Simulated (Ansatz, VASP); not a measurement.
Two plane-wave programs on BaLiF3

Contents of INCAR:

```
ALGO     = Normal         # electronic algorithm
EDIFF    = 1E-7           # SCF threshold, eV
ENCUT    = 520            # plane-wave cutoff, eV
GGA      = CA             # functional
ISIF     = 2              # what is computed and relaxed
ISMEAR   = 0              # smearing method
LASPH    = True           # aspherical terms in the spheres
LCHARG   = False          # write CHGCAR
LREAL    = False          # projectors in reciprocal space
LWAVE    = False          # write WAVECAR
NBANDS   = 25             # bands
NELM     = 100            # most SCF steps
PREC     = Accurate       # precision mode
SIGMA    = 0.05           # smearing width, eV
```

The input KPOINTS:

```
k-points
0
Gamma
  6 6 6
```

The input POSCAR:

```
BaLiF3
1.0
    4.0484103646      0.0000000000      0.0000000000
    0.0000000000      4.0484103646      0.0000000000
    0.0000000000      0.0000000000      3.8689241908
Ba Li F
1 1 3
Direct
    0.0000000000      0.0000000000      0.0000000000
    0.5000000000      0.5000000000      0.5000000000
    0.0000000000      0.5000000000      0.5000000000
    0.5000000000      0.5000000000      0.0000000000
    0.5000000000      0.0000000000      0.5000000000
```

Input for Ansatz:

```yaml
crystal:
  lattice:
    - [4.0484103646, 0.0, 0.0]
    - [0.0, 4.0484103646, 0.0]
    - [0.0, 0.0, 3.8689241908]
  atoms:
    - { symbol: Ba, position: [0.0, 0.0, 0.0] }
    - { symbol: Li, position: [0.5, 0.5, 0.5] }
    - { symbol: F, position: [0.0, 0.5, 0.5] }
    - { symbol: F, position: [0.5, 0.5, 0.0] }
    - { symbol: F, position: [0.5, 0.0, 0.5] }
basis:
  ecutwfc: 420
kpoints:
  mp_grid: { grid: [6, 6, 6] }
hamiltonian:
  xc: lda
scf:
  occupations: { method: gaussian, width: 0.05 }
output:
  forces: true
  stress: true
  eigenvalues: true
```

Change from the starting cell: strain +0.015 along x and y, -0.030 along z, atoms carried along.

Alike in both runs: task single point; functional LDA; k mesh 6 × 6 × 6; occupations gaussian, width 0.05 eV; no spin polarisation.

|  | VASP | Ansatz |
| --- | --- | --- |
| version | VASP 6.6.1 | Ansatz 0.2.0 |
| potentials or method | VASP PAW LDA potentials, release 64 (Ba_sv, Li_sv, F) | scalar-relativistic, plane waves, PAW |
| plane-wave cutoff (eV) | 520 | 420 |
| valence electrons in the cell | 34 | 34 |

Ansatz gave:

```
gap on the k mesh at the Fermi level (eV) : 6.31
least direct gap on the mesh (eV)         : 6.31
```

Problem. Which values does VASP return?

Solution. gap on the k mesh at the Fermi level (eV): 6.21; least direct gap on the mesh (eV): 6.21.

Caveats: spin-orbit coupling is left out, which moves the levels of the heavy elements. A k mesh can miss the band edges.
